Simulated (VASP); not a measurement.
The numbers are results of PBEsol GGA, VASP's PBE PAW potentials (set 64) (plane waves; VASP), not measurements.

VASP ran on this input.

File POSCAR:
```
AuAl2(110) slab
1
    4.2385241058     0.0000000000     0.0000000000
    0.0000000000     5.9941778328     0.0000000000
    0.0000000000     0.0000000000    27.7010159004
Al Au
12 6
Direct
  0.5000000000   0.2523571495   0.3079990737
  0.0000000000   0.2501937116   0.3851680954
  0.0000000000   0.7498062884   0.3851680954
  0.5000000000   0.7476428505   0.3079990737
  0.5000000000   0.2501645640   0.4620897962
  0.0000000000   0.2498354360   0.5379102038
  0.0000000000   0.7501645640   0.5379102038
  0.5000000000   0.7498354360   0.4620897962
  0.5000000000   0.2498062884   0.6148319046
  0.0000000000   0.2476428505   0.6920009263
  0.0000000000   0.7523571495   0.6920009263
  0.5000000000   0.7501937116   0.6148319046
  0.0000000000   0.0000000000   0.3097783611
  0.5000000000   0.5000000000   0.3855672435
  0.0000000000   0.0000000000   0.4614555984
  0.5000000000   0.5000000000   0.5385444016
  0.0000000000   0.0000000000   0.6144327565
  0.5000000000   0.5000000000   0.6902216389
```

File KPOINTS:
```
Regular mesh
0
Gamma
  7 5 1
0 0 0
```

### INCAR
```
! general
SYSTEM =AuAl2(110) slab
PREC   =Normal
ENCUT  =400
LREAL  =Auto   ! projection in real space or not
LASPH  =.TRUE.   ! aspherical one-centre terms

! electronic loop
EDIFF  =1E-6
NELM   =100
NELMIN =4
ALGO   =Normal   ! blocked Davidson
LMAXMIX=6

! smearing
ISMEAR =1   ! Methfessel-Paxton
SIGMA  =0.1

! functional
GGA    =PS   ! PBEsol

! output
LWAVE  =.FALSE.
LCHARG =.FALSE.
LORBIT =11   ! lm-projected
LVHAR  =.TRUE.

! other
LDIPOL =.TRUE.
IDIPOL =3
DIPOL  =0.5 0.5 0.5
```

POTCAR, in this order: Al Au (PBE.64 set). Program: vasp_std. Read from the step before: WAVECAR.

Unless said otherwise, spin-orbit coupling is left out, though it shifts the bands of the heavy elements here.

### Question
What does the run give for the energy per atom (σ→0), band gap (on the k-mesh)?

### Answer

| Quantity | Result |
|---|---|
| energy per atom (σ→0) | -4.258 eV/atom |
| band gap (on the k-mesh) | none (metal, semimetal or under 0.01 eV) |

### OSZICAR
```
       N       E                     dE             d eps       ncg     rms          rms(c)
DAV:   1    -0.766432033041E+02   -0.76643E+02   -0.96381E-05  1695   0.622E-02    0.137E-02
DAV:   2    -0.766431873954E+02    0.15909E-04   -0.18485E-04  1632   0.869E-02    0.968E-03
DAV:   3    -0.766431801690E+02    0.72264E-05   -0.28314E-05  1640   0.322E-02    0.264E-03
DAV:   4    -0.766431803530E+02   -0.18399E-06   -0.35433E-06  1376   0.601E-03
   1 F= -.76643180E+02 E0= -.76642710E+02  d E =-.141226E-02
```

The cell is a thin slab with vacuum, built from AuAl2 (fluorite): (110) face.
